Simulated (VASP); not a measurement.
Consider the following.

```yaml
crystal:
  lattice:
    - [1.90032, -3.29145, 0.00000]
    - [1.90032, 3.29145, 0.00000]
    - [0.00000, 0.00000, 6.18544]
  atoms:
    - { symbol: Zr, position: [0.00000, 0.00000, 0.00000] }
    - { symbol: Se, position: [0.33333, 0.66667, 0.25648] }
    - { symbol: Se, position: [0.66667, 0.33333, 0.74352] }
```

Computed with optB88-vdW, VASP's PBE PAW potentials (set 64) (plane waves; VASP). Numerical set-up: 520 eV cut-off, 8×8×4 Γ-centred mesh, tetrahedra with Blöchl corrections, potentials Zr_sv Se.

What does the run give for the energy per atom (σ→0)?

```json
{
 "energy per atom (σ→0)": "-4.565 eV/atom"
}
```

Only differences to runs with the same potentials and settings are physical.

The compound is ZrSe2 in the 1T layered structure. It was relaxed first.
